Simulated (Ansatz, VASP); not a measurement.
# Cross-check of Zr (Zirconium) between VASP and Ansatz, part 2 of 2

Wanted: the spread between two codes on one cell, functional and k mesh. Of the first pair: The structure shown is the end of the Ansatz relaxation below.

VASP 6.6.1 and Ansatz 0.2.0.

So far. Step 3 (VASP: single point, LDA): The run ends at a pressure of 1.03 GPa.

### Step 6. Ansatz: zone-centre phonons, LDA, pair 2

Level of this step: Ansatz beside VASP: Kohn-Sham DFT, plane waves, LDA (Ansatz).

The same cell, functional (in two slightly different forms), mesh and smearing now go to Ansatz, which takes its cutoff from its data sets.

The cell is taken from a series of runs on this material, whose earlier steps may have relaxed, scaled, displaced or heated it; both programs get it as it stands.

Input file input.yaml:

```yaml
crystal:
  lattice:
    - [3.0073071968, 0.0, 0.0]
    - [-1.5036535984, 2.6044044294, 0.0]
    - [0.0, 0.0, 5.0057480267]
  atoms:
    - { symbol: Zr, position: [0.3333333333, 0.6666666667, 0.25] }
    - { symbol: Zr, position: [0.6666666667, 0.3333333333, 0.75] }
kpoints:
  mp_grid: { grid: [15, 15, 8] }
hamiltonian:
  xc: lda
  pseudopotentials: { kind: paw, azcp: { folder: soft_1 }, xc_functional: pbe }
scf:
  occupations: { method: methfessel_paxton, width: 0.2 }
output:
  eigenvalues: true
phonons:
  method: dfpt
```

Command:

```sh
$ ansatz run input.yaml --threads 4 --pin off --max-ram 10240MiB --backend cpu --events-out ev --progress --plain --runs-dir out
```

Numbers of over 12 decimals in the logs are rounded to 6 here.

Output:

```text
zone centre: on kpoints.mp_grid the ground state, and the responses unless they are solved on pairs of k-points, stand on 320 of the mesh's 1800 k-points, reduced under 4 symmetry operations, with k and −k counted as one. Each operation leaves every solved displacement unchanged or reverses it
[...]
Crystal: 2 atoms, lattice volume = 39.206 Å³
[...]
k mesh reduced under 4 symmetry operations, with k and −k counted as one. Each operation leaves every solved displacement unchanged or reverses it
  ASR residual: 1.210e-5 → 0.000e0 eV/Å²; symmetrization residual: 7.494e-14 eV/Å²
  ASR residual per site (eV/Å²): 1.21e-5 1.21e-5
  Γ frequencies (cm⁻¹): 0.00 0.00 0.00 34.71 34.71 224.40
  non-analytic LO–TO correction: not included (Born effective charges unavailable; polar crystals: no LO–TO splitting at Γ)
[key lines of the parts left out:]
SCF converged after 8 iterations
Free energy (F): -8154.811378 eV
Fermi energy:    16.687841 eV
```

### Step 7. Side by side

The two programs side by side:

```
                  quantity  Ansatz   VASP  difference
optical mode 1 to 2 (cm⁻¹)    34.7   34.5        +0.2
     optical mode 3 (cm⁻¹)   224.4  224.7     -0.13 %
```

Modes are paired by rising frequency, not by their patterns, so a pair may set unlike modes beside each other; they are those without the splitting of longitudinal modes.

### Step 8. VASP: zone-centre phonons, LDA, pair 3

Second derivatives magnify differences that forces hide, and they need a tight electronic threshold. The cell compared in this pair holds 40.08 Å³, against 39.21 Å³ for the pair before.

Input file INCAR:

```
SYSTEM = Zr
PREC = Accurate
ENCUT = 500
EDIFF = 1E-08
NELM = 120
ISMEAR = 1
SIGMA = 0.2
LREAL = .FALSE.
ALGO = Normal
GGA = PW92
NBANDS = 18
LASPH = .TRUE.
LORBIT = 11
LWAVE = .FALSE.
LCHARG = .FALSE.
ISIF = 2
IBRION = 8
GGA_COMPAT = .FALSE.
KPAR = 2
```

Input file POSCAR:

```
Zr
1.0
    3.0353195247      0.0000000000      0.0000000000
   -1.5176597623      2.6286638170      0.0000000000
    0.0000000000      0.0000000000      5.0229754891
Zr
2
Direct
    0.3333333334      0.6666666668      0.2500000000
    0.6666666668      0.3333333334      0.7500000000
```

Input file KPOINTS:

```
Automatic mesh
0
Gamma
15 15 8
0 0 0
```

PAW data sets: Zr_sv (LDA family, release 64).

Command:

```sh
$ mpirun -np 2 vasp_std
```

Output:

```text
[... set-up lines as in an earlier step ...]
 entering main loop
       N       E                     dE             d eps       ncg     rms          rms(c)
DAV:   1     0.212000557229E+03    0.21200E+03   -0.13318E+04  4876   0.131E+03
DAV:   2    -0.344940345998E+01   -0.21545E+03   -0.21186E+03  5674   0.384E+02
DAV:   3    -0.186770470586E+02   -0.15228E+02   -0.15092E+02  8814   0.744E+01
DAV:   4    -0.190199609743E+02   -0.34291E+00   -0.34258E+00  5656   0.115E+01
[...]
DAV:  11    -0.184647908434E+02    0.15671E-06   -0.74634E-06  5440   0.310E-02    0.440E-03
DAV:  12    -0.184647907825E+02    0.60889E-07   -0.23994E-07  6494   0.398E-03    0.184E-03
DAV:  13    -0.184647907793E+02    0.32801E-08   -0.35985E-08  5112   0.169E-03
   1 F= -.18464791E+02 E0= -.18465482E+02  d E =0.207362E-02
 Linear response reoptimize wavefunctions to high precision
DAV:   1    -0.184647907776E+02    0.16312E-08   -0.35198E-09  3716   0.700E-04
DAV:   2    -0.184647907777E+02   -0.35925E-10   -0.36833E-10  2846   0.198E-04
 Linear response DOF=           2
 Linear response progress:
[...]
RMM:  11    -0.593553233195E+00    0.92903E-06   -0.11019E-06 52564   0.252E-03    0.128E-04
RMM:  12    -0.593553606128E+00   -0.37293E-06   -0.56695E-07 51710   0.174E-03    0.972E-05
RMM:  13    -0.593553608885E+00   -0.27563E-08   -0.63023E-08 52055   0.126E-03    0.347E-05
 first order change of Fermi-energy   0.18984E-04
 force on displaced ion       1 direction 1 :  -0.230  -0.000   0.000
 Linear response progress:
  Degree of freedom:   2/  2
       N       E                     dE             d eps       ncg     rms          rms(c)
RMM:   1    -0.781225749107E+00   -0.78123E+00    0.30392E+00  7660   0.136E+01
RMM:   2    -0.734043212200E+00    0.47183E-01   -0.27959E-01 11096   0.280E+00    0.256E-01
RMM:   3    -0.737706310758E+00   -0.36631E-02   -0.46570E-02 13646   0.984E-01    0.896E-02
RMM:   4    -0.740219181257E+00   -0.25129E-02   -0.62087E-03 15214   0.357E-01    0.304E-02
[...]
RMM:  37    -0.740296861345E+00    0.34810E-07    0.70800E-06 10922   0.197E-04    0.665E-07
RMM:  38    -0.740296860824E+00    0.52138E-09    0.70728E-06 10875   0.196E-04    0.693E-07
RMM:  39    -0.740296839667E+00    0.21157E-07    0.72635E-06 10792   0.196E-04    0.698E-07
 first order change of Fermi-energy  -0.97785E-04
 force on displaced ion       1 direction 3 :   0.000   0.000  -7.668
 Linear response finished
```

From OUTCAR (step 8):

```text
  Total        2.3601579      2.3601579      2.3841700      0.0000000     -0.0000000      0.0000000
  in kB       94.3520028     94.3520028     95.3119345      0.0000000     -0.0000000      0.0000000
  external PRESSURE =      94.6719800 kB  Pullay stress =       0.0000000 kB

 POSITION                                       TOTAL-FORCE (eV/Angst)
 -----------------------------------------------------------------------------------
      0.00000      1.75244      1.25574        -0.000000      0.000000      0.000000
      1.51766      0.87622      3.76723         0.000000     -0.000000      0.000000
 -----------------------------------------------------------------------------------
    total drift:                               -0.000000     -0.000000      0.000000

[... 1 part as in an earlier step ...]

[... 1 further part left out ...]
```

### Step 9. Ansatz: zone-centre phonons, LDA, pair 3

The same cell, functional (in two slightly different forms), mesh and smearing now go to Ansatz, which takes its cutoff from its data sets.

The cell is taken from a series of runs on this material, whose earlier steps may have relaxed, scaled, displaced or heated it; both programs get it as it stands.

input.yaml, as its differences from that of step 6:

```diff
@@ -2,5 +2,5 @@
   lattice:
-    - [3.0073071968, 0.0, 0.0]
-    - [-1.5036535984, 2.6044044294, 0.0]
-    - [0.0, 0.0, 5.0057480267]
+    - [3.0353195247, 0.0, 0.0]
+    - [-1.5176597623, 2.628663817, 0.0]
+    - [0.0, 0.0, 5.0229754891]
   atoms:
```

Command:

```sh
$ ansatz run input.yaml --threads 4 --pin off --max-ram 10240MiB --backend cpu --events-out ev --progress --plain --runs-dir out
```

Output:

```text
[...]
Crystal: 2 atoms, lattice volume = 40.077 Å³
Basis set: ecut = 420 eV, 785 PW (Γ), exchange–correlation on 48×48×72 points (8 copies of the dense FFT grid, shifted against one another)
Bands: 16, of which v1, the nominal top of the filled ones, is band 12 counted from 1 (11 counted from 0)
Symmetry: 24 space group operations
k-points: 320 of 1800 (irreducible under 4 space group operations, time reversal used)
[...]
k-point 2: bands = [... 8 lower, 11.0107, 12.8516, 16.5839, 16.9544, 17.0674, 17.0674, 17.6208, 17.6208, ... 4 higher]
  k-point 319: bands = [... 8 lower, 13.7272, 13.7272, 15.5145, 15.5145, 16.4602, 16.4602, 18.3076, 18.3076, ... 4 higher]
[...]
ASR residual: 1.072e-5 → 0.000e0 eV/Å²; symmetrization residual: 2.653e-10 eV/Å²
  ASR residual per site (eV/Å²): 1.07e-5 1.07e-5
  Γ frequencies (cm⁻¹): 0.00 0.00 0.00 37.43 37.43 213.82
[...]
[key lines of the parts left out:]
SCF converged after 8 iterations
Free energy (F): -8154.870845 eV
Fermi energy:    16.288167 eV
```

### Step 10. Comparison

The two programs side by side:

```
                  quantity  Ansatz   VASP  difference
optical mode 1 to 2 (cm⁻¹)    37.4   37.0        +0.4
     optical mode 3 (cm⁻¹)   213.8  213.8     +0.00 %
```

Modes are paired by rising frequency, not by their patterns, so a pair may set unlike modes beside each other; they are those without the splitting of longitudinal modes.

### Step 11. Results

```yaml
difference_in_pressure_single_point_lda: 0.0030 GPa
r_m_s_difference_of_the_optical_zone_centre_modes_each_program_s_sorted_by_frequency_zone_centre_phonons_lda_pair_2: 0.22 cm⁻¹
r_m_s_difference_of_the_optical_zone_centre_modes_each_program_s_sorted_by_frequency_zone_centre_phonons_lda_pair_3: 0.34 cm⁻¹
```

The difference in pressure is 0.0030 GPa (single point, LDA), within the 1 GPa picked in this series as the mark of a large difference. Such differences can come from data sets, numerical settings and the points named under the comparisons, not from the functional's error against experiment.

[Lines on the potential files, build, host, timing and source positions are cut from VASP's logs without a mark.]

[Logs are printed without paths, hosts, clocks, repeated set-up lines and the standing remarks that a program may print on its own settings, such as how far it seeks lower states.]

[Hosts, paths, dates, database ids (printed as entryN), source tags and the programs' standing remarks are cut or masked in the printed files.]
